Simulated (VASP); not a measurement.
Level of theory: RPBE GGA, VASP's PBE PAW potentials (set 64) (plane waves; VASP).

The input files of a VASP run:

**INCAR**
```
# general
SYSTEM  = Sc
PREC    = Accurate
ENCUT   = 520   # plane-wave cut-off (eV)
LREAL   = .FALSE.   # projection in real space or not
LASPH   = .TRUE.   # aspherical one-centre terms

# electronic loop
EDIFF   = 1E-7
NELM    = 100   # most electronic steps
ALGO    = Normal   # blocked Davidson
LMAXMIX = 4   # l cut-off of mixed one-centre charges

# smearing
ISMEAR  = 1
SIGMA   = 0.1   # width (eV)

# functional
GGA     = RP

# ions
IBRION  = 2
NSW     = 30   # most ionic steps
ISIF    = 4
EDIFFG  = -0.01

# output
LWAVE   = .FALSE.
LCHARG  = .FALSE.
```

**POSCAR**
```
Sc
1.0
  1.6461219686  -2.8511667965   0.0000000000
  1.6461219686   2.8511667965   0.0000000000
  0.0000000000   0.0000000000   5.1262394648
Sc
2
Cart
  1.6461219686   0.9503908329   1.2815598662
  1.6461219686  -0.9503908329   3.8446795986
```

### KPOINTS
```
Automatic
0
Gamma
 12 12 7
```

POTCAR, in this order: Sc_sv (PBE.64 set). Program: vasp_std.

The run wrote:

File OUTCAR:
```
 ion  position               nearest neighbor table
   1  0.333  0.667  0.250-   2 3.19   2 3.19   2 3.19   2 3.19   2 3.19   2 3.19
   2  0.667  0.333  0.750-   1 3.19   1 3.19   1 3.19   1 3.19   1 3.19   1 3.19
  LATTYP: Found a hexagonal cell.
 ALAT       =     3.2922438605
 C/A-ratio  =     1.5570655401
 Subroutine PRICEL returns:
 Original cell was already a primitive cell.
 Subroutine GETGRP returns: Found 24 space group operations
The static configuration has the point symmetry D_3d.
 The point group associated with its full space group is D_6h.
The dynamic configuration has the point symmetry D_3d.
 Subroutine INISYM returns: Found 24 space group operations
 Subroutine IBZKPT returns following result:
 Found     76 irreducible k-points:

 Following reciprocal coordinates:
            Coordinates               Weight
  0.000000  0.000000  0.000000      1.000000
  0.083333 -0.000000  0.000000      6.000000
  0.166667 -0.000000  0.000000      6.000000
  0.250000  0.000000  0.000000      6.000000
  0.333333 -0.000000  0.000000      6.000000
  0.416667 -0.000000  0.000000      6.000000
  0.500000  0.000000  0.000000      3.000000
...
```

OSZICAR:
```
       N       E                     dE             d eps       ncg     rms          rms(c)
DAV:   1     0.391326363002E+03    0.39133E+03   -0.11073E+04  2280   0.157E+03
DAV:   2     0.107289439963E+02   -0.38060E+03   -0.37449E+03  3116   0.653E+02
DAV:   3    -0.127503618765E+02   -0.23479E+02   -0.22998E+02  3822   0.189E+02
DAV:   4    -0.131096224174E+02   -0.35926E+00   -0.35075E+00  3515   0.219E+01
DAV:   5    -0.131158900881E+02   -0.62677E-02   -0.60314E-02  3833   0.279E+00    0.764E+00
DAV:   6    -0.119977402335E+02    0.11181E+01   -0.26373E+00  2854   0.217E+01    0.233E+00
DAV:   7    -0.118561266955E+02    0.14161E+00   -0.67660E-01  2966   0.102E+01    0.879E-01
DAV:   8    -0.118494264294E+02    0.67003E-02   -0.24608E-02  3248   0.229E+00    0.219E-01
DAV:   9    -0.118483332488E+02    0.10932E-02   -0.66480E-03  3045   0.109E+00    0.259E-02
DAV:  10    -0.118483553518E+02   -0.22103E-04   -0.18417E-04  3886   0.220E-01    0.101E-02
DAV:  11    -0.118483481850E+02    0.71668E-05   -0.75289E-06  3434   0.444E-02    0.237E-03
DAV:  12    -0.118483505891E+02   -0.24040E-05   -0.42094E-07  2582   0.103E-02    0.133E-03
DAV:  13    -0.118483499384E+02    0.65063E-06   -0.72660E-08  1784   0.605E-03    0.220E-04
DAV:  14    -0.118483499198E+02    0.18601E-07   -0.24505E-08  1756   0.425E-03
   1 F= -.11848350E+02 E0= -.11848556E+02  d E =-.118483E+02
       N       E                     dE             d eps       ncg     rms          rms(c)
DAV:   1    -0.118483905039E+02   -0.40565E-04   -0.55462E-03  2525   0.160E+00    0.484E-02
DAV:   2    -0.118483847260E+02    0.57779E-05   -0.40249E-04  3687   0.331E-01    0.313E-02
DAV:   3    -0.118483653907E+02    0.19335E-04   -0.69478E-05  3969   0.125E-01    0.439E-03
DAV:   4    -0.118483647230E+02    0.66768E-06   -0.36084E-06  3423   0.344E-02    0.212E-03
DAV:   5    -0.118483650579E+02   -0.33495E-06   -0.13019E-07  1637   0.725E-03    0.500E-04
DAV:   6    -0.118483651280E+02   -0.70037E-07   -0.29373E-08  1413   0.394E-03
   2 F= -.11848365E+02 E0= -.11848565E+02  d E =-.152081E-04
```

### OUTCAR
```
------------------------ aborting loop because EDIFF is reached ----------------------------------------
  FORCE on cell =-STRESS in cart. coord.  units (eV):
  Direction    XX          YY          ZZ          XY          YZ          ZX
  --------------------------------------------------------------------------------------
  Total        1.0578380      1.0578380      1.0451301     -0.0000000      0.0000000      0.0000000
  in kB       35.2221809     35.2221786     34.7990532     -0.0000000      0.0000000      0.0000000
  external PRESSURE =      35.0811376 kB  Pullay stress =       0.0000000 kB
  volume of cell :       48.12
      direct lattice vectors                 reciprocal lattice vectors
     1.646612757 -2.852016862 -0.000000000     0.303653666 -0.175314532  0.000000000
     1.646612757  2.852016862 -0.000000000     0.303653666  0.175314532  0.000000000
     0.000000000  0.000000000  5.123184083     0.000000000 -0.000000000  0.195191112
 POSITION                                       TOTAL-FORCE (eV/Angst)
 -----------------------------------------------------------------------------------
      1.64661      0.95067      1.28080         0.000000      0.000000      0.000000
      1.64661     -0.95067      3.84239        -0.000000     -0.000000      0.000000
 -----------------------------------------------------------------------------------
    total drift:                                0.000120      0.000685     -0.000014
  FREE ENERGIE OF THE ION-ELECTRON SYSTEM (eV)
  ---------------------------------------------------
  free  energy   TOTEN  =       -11.8483651280 eV

  energy  without entropy=      -11.8489634674  energy(sigma->0) =      -11.84856457

 reached required accuracy - stopping structural energy minimisation
```
(Selected blocks of OUTCAR.)

CONTCAR:
```
Sc
   1.00000000000000
     1.6466127567080475   -2.8520168618582065   -0.0000000000000000
     1.6466127567080475    2.8520168618582065   -0.0000000000000000
     0.0000000000000000    0.0000000000000000    5.1231840825561807
  Sc
     2
Direct
     0.3333330000000032    0.6666669999999968    0.2500000000000000
     0.6666669999999968    0.3333330000000032    0.7500000000000000
```

File OUTCAR:
```
 val. band max:        3.9333353865   @ k =   0.4167  -0.0000   0.2857

 cond. band min:       3.9381145860   @ k =   0.4167  -0.0000   0.4286


 Fermi energy:         3.9374731951

 k-point     1 :       0.0000    0.0000    0.0000
  band No.  band energies     occupation
      1     -45.5615      2.00000
      2     -45.4838      2.00000
      3     -24.3393      2.00000
      4     -23.9776      2.00000
      5     -23.9776      2.00000
      6     -23.9063      2.00000
      7     -23.9063      2.00000
      8     -23.8717      2.00000
      9      -1.2419      2.00000
     10       2.2814      2.00000
     11       4.5804     -0.00000
     12       5.5735     -0.00000
     13       5.5735     -0.00000
     14       5.8514     -0.00000
     15       6.0408      0.00000

 k-point     2 :       0.0833   -0.0000    0.0000
  band No.  band energies     occupation
      1     -45.5580      2.00000
      2     -45.4827      2.00000
      3     -24.3296      2.00000
      4     -23.9960      2.00000
      5     -23.9840      2.00000
      6     -23.9256      2.00000
      7     -23.9086      2.00000
      8     -23.8764      2.00000
      9      -1.0881      2.00000
     10       2.4079      2.00000
     11       4.4413     -0.00000
     12       5.3049     -0.00000
     13       5.6858     -0.00000
     14       5.9365     -0.00000
     15       6.0476      0.00000

 k-point     3 :       0.1667   -0.0000    0.0000
  band No.  band energies     occupation
      1     -45.5482      2.00000
      2     -45.4797      2.00000
      3     -24.3019      2.00000
      4     -24.0464      2.00000
      5     -24.0010      2.00000
      6     -23.9774      2.00000
      7     -23.9153      2.00000
      8     -23.8902      2.00000
      9      -0.6420      2.00000
     10       2.7442      2.00000
     11       4.1209     -0.02626
     12       4.8484     -0.00000
     13       5.7020     -0.00000
     14       5.9582      0.00000
     15       6.0084      0.00000
...
```

The compound is Sc in the hcp structure. This cell is one point of a volume scan, at 0.94 of the reference volume. Symmetry was kept, so distortions that lower it aren't found.
